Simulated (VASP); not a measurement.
OSZICAR of a VASP run on ReS2 (relaxed from the CdCl2 structure, space group R-3m):

**OSZICAR**
```
       N       E                     dE             d eps       ncg     rms          rms(c)
DAV:   1     0.730152552808E+02    0.73015E+02   -0.77967E+03 15090   0.130E+03
DAV:   2    -0.171228432605E+02   -0.90138E+02   -0.85300E+02 14266   0.375E+02
DAV:   3    -0.243474752934E+02   -0.72246E+01   -0.69579E+01 14302   0.110E+02
DAV:   4    -0.246386987606E+02   -0.29122E+00   -0.28158E+00 13208   0.172E+01
DAV:   5    -0.246545219456E+02   -0.15823E-01   -0.15329E-01 13564   0.417E+00    0.395E+01
DAV:   6    -0.237191436119E+02    0.93538E+00   -0.72970E+00 14936   0.759E+01    0.168E+01
DAV:   7    -0.235334262376E+02    0.18572E+00   -0.49212E+00 14834   0.570E+01    0.135E+01
DAV:   8    -0.232619255993E+02    0.27150E+00   -0.60051E-01 14960   0.219E+01    0.213E+00
DAV:   9    -0.232519140750E+02    0.10012E-01   -0.10900E-01 15156   0.620E+00    0.795E-01
DAV:  10    -0.232516180829E+02    0.29599E-03   -0.53549E-03 12904   0.696E-01    0.193E-01
DAV:  11    -0.232514157950E+02    0.20229E-03   -0.81715E-04 14598   0.503E-01    0.933E-02
DAV:  12    -0.232514144030E+02    0.13921E-05   -0.89772E-05 13876   0.152E-01    0.695E-02
DAV:  13    -0.232514164639E+02   -0.20609E-05   -0.51086E-06  8630   0.603E-02    0.260E-02
DAV:  14    -0.232514174730E+02   -0.10090E-05   -0.39159E-06  9456   0.312E-02    0.127E-02
DAV:  15    -0.232514174299E+02    0.43062E-07   -0.79941E-07  5572   0.280E-02
   1 F= -.23251417E+02 E0= -.23250241E+02  d E =-.235354E-02  mag=     0.0000     0.0000    -0.0000
       N       E                     dE             ncg
```

Question: Which electronic solver shows in the log?

Answer: It is blocked Davidson (ALGO = Normal, or the opening steps of other solvers). The INCAR had ALGO = Normal.

Question: How was spin treated?

Answer: With non-collinear spinors: mag has three components.

Question: Can the final energy be trusted as converged?

Answer: The run converged. It stopped with EDIFF = 1E-6, NELM = 100 (PBEsol GGA with spin-orbit coupling, plane waves, VASP's PBE PAW potentials (set 64)).

The structure was generated: ReS2 was put into the CdCl2 type (R-3m), which need not be its known phase. It was relaxed first, which changed the volume by -23 %.
